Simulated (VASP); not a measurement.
VASP input:

### INCAR
```
SYSTEM = EuGe2
PREC = Accurate
ENCUT = 400
EDIFF = 1E-6
NELM = 100
ALGO = Normal
LREAL = .FALSE.
LASPH = .TRUE.
ISMEAR = 1
SIGMA = 0.1
GGA = PE
LMAXMIX = 6
LWAVE = .FALSE.
LCHARG = .FALSE.
ISIF = 2
```

### POSCAR
```
EuGe2
1
    0.0000000000     3.6453330000     3.6453330000
    3.6453330000     0.0000000000     3.6453330000
    3.6453330000     3.6453330000     0.0000000000
Eu Ge
1 2
Direct
  0.0000000000   0.0000000000   0.0000000000
  0.2500000000   0.2500000000   0.2500000000
  0.7500000000   0.7500000000   0.7500000000
```

KPOINTS:
```
Automatic mesh
0
Monkhorst-Pack
6 5 3
0 0 0
```

POTCAR, in this order: Eu_2 Ge_d (PBE.64 set). Program: vasp_std.

The run wrote:

standard output:
```
 POSCAR found type information on POSCAR EuGe
 POSCAR found :  2 types and       3 ions
 Reading from existing POTCAR
 Reading from existing POTCAR
 LDA part: xc-table for (Slater+PW92), standard interpolation

 -----------------------------------------------------------------------------
|                                                                             |
|           W    W    AA    RRRRR   N    N  II  N    N   GGGG   !!!           |
|           W    W   A  A   R    R  NN   N  II  NN   N  G    G  !!!           |
|           W    W  A    A  R    R  N N  N  II  N N  N  G       !!!           |
|           W WW W  AAAAAA  RRRRR   N  N N  II  N  N N  G  GGG   !            |
|           WW  WW  A    A  R   R   N   NN  II  N   NN  G    G                |
|           W    W  A    A  R    R  N    N  II  N    N   GGGG   !!!           |
|                                                                             |
|     Your reciprocal lattice and k-lattice belong to different lattice       |
|     classes:                                                                |
|                                                                             |
|        The reciprocal lattice is body-centered cubic,                       |
|        whereas your k-lattice is triclinic.                                 |
|                                                                             |
|     Results are often still useful ...                                      |
|                                                                             |
 -----------------------------------------------------------------------------

 POSCAR, INCAR and KPOINTS ok, starting setup
 WAVECAR not read
 entering main loop
       N       E                     dE             d eps       ncg     rms          rms(c)
DAV:   1     0.253896028762E+03    0.25390E+03   -0.16002E+04  2012   0.272E+03
DAV:   2     0.271638210122E+02   -0.22673E+03   -0.22411E+03  2532   0.620E+02
DAV:   3    -0.893697971568E+01   -0.36101E+02   -0.35490E+02  2766   0.166E+02
DAV:   4    -0.106096529973E+02   -0.16727E+01   -0.16677E+01  2438   0.393E+01
DAV:   5    -0.106984180970E+02   -0.88765E-01   -0.88553E-01  2968   0.101E+01    0.122E+01
DAV:   6    -0.106918598708E+02    0.65582E-02   -0.88584E-02  2312   0.311E+00    0.700E+00
DAV:   7    -0.106986133501E+02   -0.67535E-02   -0.70587E-02  2674   0.185E+00    0.178E-01
DAV:   8    -0.106986858135E+02   -0.72463E-04   -0.67443E-03  2394   0.114E+00    0.739E-02
DAV:   9    -0.106990393186E+02   -0.35351E-03   -0.86350E-04  3158   0.233E-01    0.261E-02
DAV:  10    -0.106990790375E+02   -0.39719E-04   -0.14422E-04  2476   0.151E-01    0.171E-02
DAV:  11    -0.106990923586E+02   -0.13321E-04   -0.30561E-05  2412   0.516E-02    0.369E-03
DAV:  12    -0.106990937419E+02   -0.13833E-05   -0.29854E-06  1988   0.108E-02    0.175E-03
DAV:  13    -0.106990938518E+02   -0.10991E-06   -0.41964E-07  1654   0.569E-03
   1 F= -.10699094E+02 E0= -.10699528E+02  d E =0.130216E-02
```

File OUTCAR:
```
------------------------ aborting loop because EDIFF is reached ----------------------------------------
  FORCE on cell =-STRESS in cart. coord.  units (eV):
  Direction    XX          YY          ZZ          XY          YZ          ZX
  --------------------------------------------------------------------------------------
  Total       -3.1321629     -3.1321629     -3.1321629     -0.0000000     -0.0000000      0.0000000
  in kB      -51.7980378    -51.7980378    -51.7980378     -0.0000000     -0.0000000      0.0000000
  external PRESSURE =     -51.7980378 kB  Pullay stress =       0.0000000 kB
  volume of cell :       96.88
      direct lattice vectors                 reciprocal lattice vectors
     0.000000000  3.645333000  3.645333000    -0.137161680  0.137161680  0.137161680
     3.645333000  0.000000000  3.645333000     0.137161680 -0.137161680  0.137161680
     3.645333000  3.645333000  0.000000000     0.137161680  0.137161680 -0.137161680
 POSITION                                       TOTAL-FORCE (eV/Angst)
 -----------------------------------------------------------------------------------
      0.00000      0.00000      0.00000        -0.000000     -0.000000     -0.000000
      1.82267      1.82267      1.82267        -0.000000     -0.000000     -0.000000
      5.46800      5.46800      5.46800         0.000000      0.000000      0.000000
 -----------------------------------------------------------------------------------
    total drift:                                0.000000      0.000000      0.000000
  FREE ENERGIE OF THE ION-ELECTRON SYSTEM (eV)
  ---------------------------------------------------
  free  energy   TOTEN  =       -10.6990938518 eV

  energy  without entropy=      -10.7003960128  energy(sigma->0) =      -10.69952791
```
(Selected blocks of OUTCAR.)

Q: Read input and log: which fault does this run have?
A) POTCAR lists the elements in another order than POSCAR
B) the mesh has unequal divisions along equivalent axes and breaks the lattice's symmetry
C) NSW = 0, so the ions never move
D) SIGMA is far too large

A: B, the mesh has unequal divisions along equivalent axes and breaks the lattice's symmetry. The run ends without an error. Against the sound run, the energy per atom (σ→0) goes up by 0.012 eV/atom; the pressure goes up by 0.21 GPa.

To mend it, correct KPOINTS.
File KPOINTS:
```
Automatic mesh
0
Gamma
6 6 6
0 0 0
```
The mended run (PBE GGA, plane waves, VASP's PBE PAW potentials (set 64)) converges, and its OSZICAR ends with
```
   1 F= -.10735129E+02 E0= -.10736016E+02  d E =0.266089E-02
```

The structure was generated: EuGe2 was put into the fluorite type (Fm-3m), which need not be its known phase. The cell was not relaxed at this level. The 4f electrons are frozen in the core of the lanthanide potential, so 4f levels, which can set the real gap, and their magnetism are missing.
